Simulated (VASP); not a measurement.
These are r2SCAN meta-GGA with spin-orbit coupling, VASP's PBE PAW potentials (set 64) (plane waves; VASP) values and carry that method's errors.

Input for VASP

POSCAR:
```
Te
1
    4.9635830798     0.0000000503     0.0000000000
   -2.4817909470     4.2985885383     0.0000000000
    0.0000000000     0.0000000000    10.2766091930
Te
4
Direct
  0.3333330000   0.6666670000   0.0343712993
  0.6666670000   0.3333330000   0.5343712993
  0.6666670000   0.3333330000   0.9656287007
  0.3333330000   0.6666670000   0.4656287007
```

**KPOINTS_OPT**
```
k-points along high-symmetry lines
5
Line-mode
Reciprocal
  0.000000   0.000000   0.000000 ! GAMMA
  0.500000   0.000000   0.000000 ! M

  0.500000   0.000000   0.000000 ! M
  0.333333   0.333333   0.000000 ! K

  0.333333   0.333333   0.000000 ! K
  0.000000   0.000000   0.000000 ! GAMMA

  0.000000   0.000000   0.000000 ! GAMMA
  0.000000   0.000000   0.500000 ! A

  0.000000   0.000000   0.500000 ! A
  0.500000   0.000000   0.500000 ! L

  0.500000   0.000000   0.500000 ! L
  0.333333   0.333333   0.500000 ! H

  0.333333   0.333333   0.500000 ! H
  0.000000   0.000000   0.500000 ! A

  0.500000   0.000000   0.500000 ! L
  0.500000   0.000000   0.000000 ! M

  0.333333   0.333333   0.500000 ! H
  0.333333   0.333333   0.000000 ! K
```

**KPOINTS**
```
Automatic mesh
0
Gamma
7 7 3
0 0 0
```

### INCAR
```
SYSTEM = Te
PREC = Accurate; ENCUT = 400; LREAL = .FALSE.
LASPH = .TRUE.
EDIFF = 1E-6; NELM = 100; ALGO = Normal
LMAXMIX = 4; LMIXTAU = .TRUE.
ISMEAR = 0; SIGMA = 0.05
METAGGA = R2SCAN; GGA_COMPAT = .FALSE.
MAGMOM = 12*0; LSORBIT = .TRUE.
LWAVE = .FALSE.; LCHARG = .FALSE.
```

POTCAR, in this order: Te (PBE.64 set). Program: vasp_ncl.

Output

**OUTCAR**
```
 ion  position               nearest neighbor table
   1  0.333  0.667  0.034-   3 2.95   3 2.95   3 2.95
   2  0.667  0.333  0.534-   4 2.95   4 2.95   4 2.95
   3  0.667  0.333  0.966-   1 2.95   1 2.95   1 2.95
   4  0.333  0.667  0.466-   2 2.95   2 2.95   2 2.95
  LATTYP: Found a hexagonal cell.
 ALAT       =     4.9635830798
 C/A-ratio  =     2.0704013669
 Subroutine PRICEL returns:
 Original cell was already a primitive cell.
 Subroutine GETGRP returns: Found 24 space group operations
The static configuration has the point symmetry D_3d.
 The point group associated with its full space group is D_6h.
The dynamic configuration has the point symmetry D_3d.
The overall configuration has the point symmetry D_3d.
 Subroutine INISYM returns: Found 24 space group operations
 Subroutine IBZKPT returns following result:
 Found     16 irreducible k-points:

 Following reciprocal coordinates:
            Coordinates               Weight
  0.000000  0.000000  0.000000      1.000000
  0.142857  0.000000  0.000000      6.000000
  0.285714  0.000000  0.000000      6.000000
  0.428571  0.000000  0.000000      6.000000
  0.142857  0.142857  0.000000      6.000000
  0.285714  0.142857  0.000000     12.000000
  0.428571  0.142857  0.000000      6.000000
  0.285714  0.285714  0.000000      6.000000
  0.000000  0.000000  0.333333      2.000000
  0.142857  0.000000  0.333333     12.000000
  0.285714  0.000000  0.333333     12.000000
  0.428571  0.000000  0.333333     12.000000
  0.142857  0.142857  0.333333     12.000000
  0.285714  0.142857  0.333333     24.000000
  0.428571  0.142857  0.333333     12.000000
  0.285714  0.285714  0.333333     12.000000
   k-points           NKPTS =     16   k-points in BZ     NKDIM =     16   number of bands    NBANDS=     32
   number of dos      NEDOS =    301   number of ions     NIONS =      4
   total plane-waves  NPLWV =  71680
...
```

### OSZICAR
```
       N       E                     dE             d eps       ncg     rms          rms(c)
DAV:   1     0.238264803842E+02    0.23826E+02   -0.71042E+03  1024   0.945E+02
DAV:   2    -0.935134358843E+02   -0.11734E+03   -0.11288E+03  1416   0.161E+02
DAV:   3    -0.104716076235E+03   -0.11203E+02   -0.10964E+02  1248   0.548E+01
DAV:   4    -0.105037075857E+03   -0.32100E+00   -0.31868E+00  1192   0.109E+01
DAV:   5    -0.105044326053E+03   -0.72502E-02   -0.72479E-02  1320   0.187E+00    0.114E+01
DAV:   6    -0.102740477302E+03    0.23038E+01   -0.16560E-01  1040   0.361E+00    0.811E+00
DAV:   7    -0.100292687300E+03    0.24478E+01   -0.81534E-01  1096   0.519E+00    0.293E+00
DAV:   8    -0.100499074701E+03   -0.20639E+00   -0.16195E-01  1120   0.280E+00    0.428E-01
DAV:   9    -0.100672888329E+03   -0.17381E+00   -0.73866E-02  1032   0.188E+00    0.326E-01
DAV:  10    -0.100637054797E+03    0.35834E-01   -0.86358E-03  1024   0.715E-01    0.472E-01
DAV:  11    -0.100694828571E+03   -0.57774E-01   -0.38126E-02  1024   0.150E+00    0.144E-01
DAV:  12    -0.100696937935E+03   -0.21094E-02   -0.20896E-03  1104   0.393E-01    0.916E-02
DAV:  13    -0.100697736415E+03   -0.79848E-03   -0.28365E-04  1032   0.162E-01    0.834E-02
DAV:  14    -0.100697820952E+03   -0.84537E-04   -0.35852E-05  1136   0.554E-02    0.533E-02
DAV:  15    -0.100697790107E+03    0.30844E-04   -0.45724E-05  1024   0.588E-02    0.242E-02
DAV:  16    -0.100697843959E+03   -0.53852E-04   -0.16016E-05  1024   0.292E-02    0.116E-02
DAV:  17    -0.100697845937E+03   -0.19775E-05   -0.12147E-06   768   0.946E-03    0.117E-02
DAV:  18    -0.100697848580E+03   -0.26430E-05   -0.15920E-06   832   0.972E-03    0.756E-03
DAV:  19    -0.100697848285E+03    0.29462E-06   -0.22624E-07   536   0.386E-03
   1 F= -.10069785E+03 E0= -.10069699E+03  d E =-.172543E-02  mag=    -0.0000     0.0000     0.0000
       N       E                     dE             ncg
       N       E                     dE             ncg
       N       E                     dE             ncg
```

File OUTCAR:
```
------------------------ aborting loop because EDIFF is reached ----------------------------------------
  FORCE on cell =-STRESS in cart. coord.  units (eV):
  Direction    XX          YY          ZZ          XY          YZ          ZX
  --------------------------------------------------------------------------------------
  Total        0.2378070      0.2378070     -0.0320207      0.0000000     -0.0000000      0.0000000
  in kB        1.7376577      1.7376574     -0.2339757      0.0000003     -0.0000000      0.0000000
  external PRESSURE =       1.0804465 kB  Pullay stress =       0.0000000 kB
  volume of cell :      219.27
      direct lattice vectors                 reciprocal lattice vectors
     4.963583080  0.000000050  0.000000000     0.201467363  0.116317222  0.000000000
    -2.481790947  4.298588538  0.000000000    -0.000000002  0.232634500  0.000000000
     0.000000000  0.000000000 10.276609193     0.000000000  0.000000000  0.097308361
 POSITION                                       TOTAL-FORCE (eV/Angst)
 -----------------------------------------------------------------------------------
     -0.00000      2.86573      0.35322        -0.000000      0.000000      0.027323
      2.48179      1.43286      5.49153         0.000000      0.000000      0.027323
      2.48179      1.43286      9.92339         0.000000     -0.000000     -0.027323
     -0.00000      2.86573      4.78508        -0.000000      0.000000     -0.027323
 -----------------------------------------------------------------------------------
    total drift:                                0.000806     -0.000465      0.000233
  FREE ENERGIE OF THE ION-ELECTRON SYSTEM (eV)
  ---------------------------------------------------
  free  energy   TOTEN  =      -100.6978482852 eV

  energy  without entropy=     -100.6961228531  energy(sigma->0) =     -100.69698557

 Ion:    1  E_soc:     -0.2460181

 Ion:    2  E_soc:     -0.2460181

 Ion:    3  E_soc:     -0.2460181

 Ion:    4  E_soc:     -0.2460181
```
(Selected blocks of OUTCAR.)

The structure was generated: Te was put into the lonsdaleite type (P6_3/mmc), which need not be its known phase. It was relaxed first, which changed the volume by +65 %.
